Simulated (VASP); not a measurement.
Consider the following.

```
CELL_PARAMETERS angstrom
      3.04285     0.00000     0.00000
     -1.52142     2.63518     0.00000
      0.00000     0.00000     5.32345
ATOMIC_POSITIONS crystal
  Rh 0.00000 0.00000 0.00000
  Rh 0.00000 0.00000 0.50000
  O  0.33333 0.66667 0.25000
  O  0.66667 0.33333 0.75000
```

Level of theory: PBEsol GGA, VASP's PBE PAW potentials (set 64) (plane waves; VASP). Run with 520 eV cut-off, 13×13×7 Γ-centred mesh, tetrahedra with Blöchl corrections, potentials Rh_pv O.

The cores are frozen, which limits the accuracy of field gradients.

Give the principal components of the electric field gradient (V/Å²) and the asymmetry η at each nucleus.

```json
[
 {"atom": "Rh1", "Vxx": "-30.2", "Vyy": "-30.2", "Vzz": "60.3", "η": "0.00"},
 {"atom": "Rh2", "Vxx": "-30.2", "Vyy": "-30.2", "Vzz": "60.3", "η": "0.00"},
 {"atom": "O3", "Vxx": "-12.2", "Vyy": "-12.2", "Vzz": "24.3", "η": "0.00"},
 {"atom": "O4", "Vxx": "-12.2", "Vyy": "-12.2", "Vzz": "24.3", "η": "0.00"}
]
```

The structure was generated: RhO was put into the NiAs type type (P6_3/mmc), which need not be its known phase. It was relaxed first.
